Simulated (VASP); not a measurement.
Computed with optB86b-vdW, VASP's PBE PAW potentials (set 64) (plane waves; VASP).

VASP input:

KPOINTS:
```
kpoints
0
Gamma
  18 18 18
```

POSCAR:
```
Mo
1
   -1.5741696471     1.5741696471     1.5741696471
    1.5741696471    -1.5741696471     1.5741696471
    1.5741696471     1.5741696471    -1.5741696471
Mo
1
Direct
  0.0000000000   0.0000000000   0.0000000000
```

### INCAR
```
# general
SYSTEM  =Mo
PREC    =Accurate
ENCUT   =520
LREAL   =.FALSE.
LASPH   =.TRUE.

# electronic loop
EDIFF   =1E-7
NELM    =100
ALGO    =Normal
LMAXMIX =4

# smearing
ISMEAR  =-5

# functional
GGA     =MK
LUSE_VDW=.TRUE.
AGGAC   =0.0
PARAM1  =0.1234
PARAM2  =1.0

# ions
ISIF    =2

# output
LWAVE   =.FALSE.
LCHARG  =.TRUE.
LORBIT  =11
NEDOS   =601
```

POTCAR, in this order: Mo_sv (PBE.64 set). Program: vasp_std.

Output

OSZICAR:
```
       N       E                     dE             d eps       ncg     rms          rms(c)
DAV:   1     0.932064566896E+02    0.93206E+02   -0.83391E+03  4325   0.131E+03
DAV:   2    -0.743488061653E+01   -0.10064E+03   -0.97730E+02  4674   0.341E+02
DAV:   3    -0.880492860545E+01   -0.13700E+01   -0.13529E+01  4954   0.393E+01
DAV:   4    -0.880914801268E+01   -0.42194E-02   -0.42216E-02  4721   0.243E+00
DAV:   5    -0.880916790928E+01   -0.19897E-04   -0.19906E-04  4941   0.171E-01    0.149E+01
DAV:   6    -0.823784325627E+01    0.57132E+00   -0.10126E+00  4650   0.121E+01    0.408E+00
DAV:   7    -0.815976335300E+01    0.78080E-01   -0.20704E-01  5006   0.510E+00    0.938E-01
DAV:   8    -0.815596343834E+01    0.37999E-02   -0.45725E-03  4488   0.966E-01    0.181E-01
DAV:   9    -0.815605782804E+01   -0.94390E-04   -0.12205E-04  5056   0.150E-01    0.804E-02
DAV:  10    -0.815606697818E+01   -0.91501E-05   -0.17076E-05  4569   0.538E-02    0.840E-03
DAV:  11    -0.815606889687E+01   -0.19187E-05   -0.28695E-07  5139   0.571E-03    0.160E-03
DAV:  12    -0.815606809812E+01    0.79875E-06   -0.21285E-08  2547   0.179E-03    0.120E-04
DAV:  13    -0.815606817448E+01   -0.76355E-07   -0.66143E-10  2382   0.347E-04
   1 F= -.81560682E+01 E0= -.81560682E+01  d E =0.000000E+00
```

**OUTCAR**
```
------------------------ aborting loop because EDIFF is reached ----------------------------------------
  FORCE on cell =-STRESS in cart. coord.  units (eV):
  Direction    XX          YY          ZZ          XY          YZ          ZX
  --------------------------------------------------------------------------------------
  Total       -0.0064033     -0.0064033     -0.0064033     -0.0000000      0.0000000      0.0000000
  in kB       -0.6575094     -0.6575094     -0.6575094     -0.0000000      0.0000000      0.0000000
  external PRESSURE =      -0.6575094 kB  Pullay stress =       0.0000000 kB
  volume of cell :       15.60
      direct lattice vectors                 reciprocal lattice vectors
    -1.574169647  1.574169647  1.574169647     0.000000000  0.317627773  0.317627773
     1.574169647 -1.574169647  1.574169647     0.317627773  0.000000000  0.317627773
     1.574169647  1.574169647 -1.574169647     0.317627773  0.317627773  0.000000000
 POSITION                                       TOTAL-FORCE (eV/Angst)
 -----------------------------------------------------------------------------------
      0.00000      0.00000      0.00000        -0.000000     -0.000000      0.000000
 -----------------------------------------------------------------------------------
    total drift:                                0.000000     -0.000000     -0.000000
  FREE ENERGIE OF THE ION-ELECTRON SYSTEM (eV)
  ---------------------------------------------------
  free  energy   TOTEN  =        -8.1560681745 eV

  energy  without entropy=       -8.1560681745  energy(sigma->0) =       -8.15606817

 total charge

# of ion       s       p       d       tot
------------------------------------------
    1        2.386   6.207   3.925  12.517
```
(Selected blocks of OUTCAR.)

OUTCAR:
```
 val. band max:       12.6065636105   @ k =  -0.3333   0.3889   0.2778

 cond. band min:      12.4578429504   @ k =  -0.1667   0.1667   0.1111


 Fermi energy:        12.5609299062

 k-point     1 :       0.0000    0.0000    0.0000
  band No.  band energies     occupation
      1     -48.7001      2.00000
      2     -21.9850      2.00000
      3     -21.9850      2.00000
      4     -21.9850      2.00000
      5       5.3148      2.00000
      6      11.1544      2.00000
      7      11.1544      2.00000
      8      11.1544      2.00000
      9      14.1933      0.00000
     10      14.1933      0.00000
     11      27.4125      0.00000

 k-point     2 :       0.0556    0.0000    0.0000
  band No.  band energies     occupation
      1     -48.6922      2.00000
      2     -22.0306      2.00000
      3     -21.9991      2.00000
      4     -21.9854      2.00000
      5       5.4525      2.00000
      6      11.0769      2.00000
      7      11.1426      2.00000
      8      11.2832      2.00000
      9      14.0774      0.00000
     10      14.1951      0.00000
     11      27.5167      0.00000

 k-point     3 :       0.1111    0.0000    0.0000
  band No.  band energies     occupation
      1     -48.6694      2.00000
      2     -22.1607      2.00000
      3     -22.0394      2.00000
      4     -21.9863      2.00000
      5       5.8455      2.00000
      6      10.8616      2.00000
      7      11.0897      2.00000
      8      11.6638      2.01318
      9      13.8215      0.00000
     10      14.2058      0.00000
     11      27.7662      0.00000

 k-point     4 :       0.1667    0.0000    0.0000
  band No.  band energies     occupation
      1     -48.6344      2.00000
      2     -22.3567      2.00000
      3     -22.1006      2.00000
      4     -21.9878      2.00000
      5       6.4241      2.00000
      6      10.5517      2.00000
      7      10.9796      2.00000
      8      12.2803      1.68331
      9      13.6203      0.00000
...
```

For a metal the tetrahedron method with Blöchl corrections gives inexact stress and forces.

The compound is Mo in the bcc structure. It was relaxed first.
